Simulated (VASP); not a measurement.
Given:

```
CELL_PARAMETERS angstrom
      4.22445     2.11033     2.11033
      2.11033     4.22445     2.11033
      2.11033     2.11033     4.22445
ATOMIC_POSITIONS crystal
  Ni 0.00000 0.00000 0.00000
  Ni 0.50000 0.50000 0.50000
  O  0.25000 0.25000 0.25000
  O  0.75000 0.75000 0.75000
```
Starting moments (μB, in the order of the record's atoms Ni Ni O O): 1.4 -1.4 0.0 0.0.

Computed with revPBE GGA, VASP's PBE PAW potentials (set 64) (plane waves; VASP). Numerical set-up: 520 eV cut-off, Gaussian smearing of 0.050 eV, potentials Ni O.

Task: Give the spin-up energies of bands 6 to 19 at the high-symmetry points, in eV from the valence-band maximum.

Result: 
```tsv
band	Γ	T	H2	L	S0	F
6	-2.08	-4.21	-5.09	-4.54	-5.00	-4.62
7	-2.08	-3.41	-4.41	-4.45	-4.49	-3.34
8	-2.06	-3.41	-4.24	-3.81	-4.26	-3.33
9	-1.77	-1.67	-1.36	-1.84	-1.35	-2.48
10	-1.77	-1.67	-1.27	-1.24	-1.22	-1.37
11	-1.66	-1.27	-1.17	-0.97	-1.18	-1.14
12	-1.43	-0.71	-0.86	-0.89	-0.87	-0.88
13	-1.43	-0.71	-0.55	-0.52	-0.57	-0.79
14	-0.53	-0.58	-0.37	-0.30	-0.40	-0.38
15	-0.53	-0.07	-0.21	-0.23	-0.22	-0.21
16	-0.28	-0.07	-0.13	-0.08	-0.13	-0.10
17	2.08	1.61	1.62	1.59	1.64	2.13
18	2.08	1.61	1.70	1.59	1.70	2.20
19	2.12	4.78	8.96	7.99	9.07	6.23
```

Task: Give the spin-down energies of bands 6 to 19 at the high-symmetry points, in eV from the valence-band maximum.

Result: 
```json
[
 {"band": "6", "Γ": "-2.08", "T": "-4.21", "H2": "-5.09", "L": "-4.54", "S0": "-5.00", "F": "-4.62"},
 {"band": "7", "Γ": "-2.08", "T": "-3.41", "H2": "-4.41", "L": "-4.45", "S0": "-4.49", "F": "-3.34"},
 {"band": "8", "Γ": "-2.06", "T": "-3.41", "H2": "-4.24", "L": "-3.81", "S0": "-4.26", "F": "-3.33"},
 {"band": "9", "Γ": "-1.77", "T": "-1.67", "H2": "-1.36", "L": "-1.84", "S0": "-1.35", "F": "-2.48"},
 {"band": "10", "Γ": "-1.77", "T": "-1.67", "H2": "-1.27", "L": "-1.24", "S0": "-1.22", "F": "-1.37"},
 {"band": "11", "Γ": "-1.66", "T": "-1.27", "H2": "-1.17", "L": "-0.97", "S0": "-1.18", "F": "-1.14"},
 {"band": "12", "Γ": "-1.43", "T": "-0.71", "H2": "-0.86", "L": "-0.89", "S0": "-0.87", "F": "-0.88"},
 {"band": "13", "Γ": "-1.43", "T": "-0.71", "H2": "-0.55", "L": "-0.52", "S0": "-0.57", "F": "-0.79"},
 {"band": "14", "Γ": "-0.53", "T": "-0.58", "H2": "-0.37", "L": "-0.30", "S0": "-0.40", "F": "-0.38"},
 {"band": "15", "Γ": "-0.53", "T": "-0.07", "H2": "-0.21", "L": "-0.23", "S0": "-0.22", "F": "-0.21"},
 {"band": "16", "Γ": "-0.28", "T": "-0.07", "H2": "-0.13", "L": "-0.08", "S0": "-0.13", "F": "-0.10"},
 {"band": "17", "Γ": "2.08", "T": "1.61", "H2": "1.62", "L": "1.59", "S0": "1.64", "F": "2.13"},
 {"band": "18", "Γ": "2.08", "T": "1.61", "H2": "1.70", "L": "1.59", "S0": "1.70", "F": "2.20"},
 {"band": "19", "Γ": "2.12", "T": "4.78", "H2": "8.96", "L": "7.99", "S0": "9.07", "F": "6.23"}
]
```

The gap is indirect, 1.28 eV, from the valence maximum at F-Γ at 0.55 to the conduction minimum at Γ-S0 at 0.73.

The compound is NiO in the rock salt, AFM-II order structure. It was relaxed first.
